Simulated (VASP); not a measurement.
# InP: band gap against strain

InP (zinc blende, F-43m, 25.380 Å³/atom at rest, cube axes along x, y and z) under an equal strain ε along x and y, with z held. PBEsol in VASP (plane waves, PAW), 480 eV, 10×10×10 Γ-centred mesh, Gaussian smearing 0.05 eV; ions are relaxed within the symmetry of each cell. Gaps are the smallest on the run's k-mesh, which can miss an edge that lies off it, without spin-orbit coupling; in all rows the valence edge lies at Γ and the conduction edge at Γ.

Here s stands for strain and Eg for gap.

```
strain (%)  gap (eV)
----------  --------
0.00           0.570
0.50           0.501
1.00           0.432
1.50           0.364
3.00               ?
```

Q: Fit Eg against s with a straight line, and predict the withheld value at s = 3.00.

A: Means: s 0.75000, Eg 0.4667. About the means, the sum of products is -0.17175 and the sum of squares of s is 1.2500; the slope is their ratio. Least squares gives Eg = 0.5698 - 0.13740·s. Residuals (row less fit): 0.0002, -0.0001, -0.0004, 0.0003; standard error 0.0004 (degrees of freedom: 2). Over these rows the gap moves by -14 ± 0.03 eV per unit strain. At the withheld row, Eg = 0.5698 - 0.13740 × 3.0 = 0.1576 eV. The calculation gives 0.164 eV, 0.0064 eV above the prediction (1.6 % of the range of Eg in the table). The row lies outside the fitted rows, so this is an extrapolation. The fitted rows scatter only by rounding.

One order more, fitted to all 7 runs of the series, follows each within 0.001, so the miss is the next term of a smooth law. Spin-orbit coupling is left out, which can shift this property for InP. Rows are the converged runs of the series near zero and its far end; series whose fitted rows scatter by over a few per cent of the range, as at a crossing or softening among them, aren't shown in this form. Most that stay on the fit to the last digits aren't either.
